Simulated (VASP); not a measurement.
Energy against volume of PbTe (rock salt). All values below come from optB88-vdW, VASP's PBE PAW potentials (set 64) (plane waves; VASP 6.6.1). Settings: 520 eV cut-off, 7×7×7 Γ-centred mesh, Gaussian smearing of 0.050 eV, potentials Te Pb_d.

```json
[
 {"V (Å³/atom)": "34.107", "E (eV/atom)": "-1.19810"},
 {"V (Å³/atom)": "35.162", "E (eV/atom)": "-1.20260"},
 {"V (Å³/atom)": "36.216", "E (eV/atom)": "-1.19900"},
 {"V (Å³/atom)": "37.271", "E (eV/atom)": "-1.18853"}
]
```

Fit these four points and predict the energy of the run at 33.052 Å³/atom.

A cubic in V^(−2/3), the third-order Birch-Murnaghan form, passes through the four points with V0 = 35.19 Å³/atom and B0 = 41 GPa, and gives -1.1840 eV/atom there. The run gave -1.1840 eV/atom, -0.0 meV/atom from the fit; all five points give B0 = 41 GPa.

The compound is PbTe in the rock salt structure. It was relaxed first.
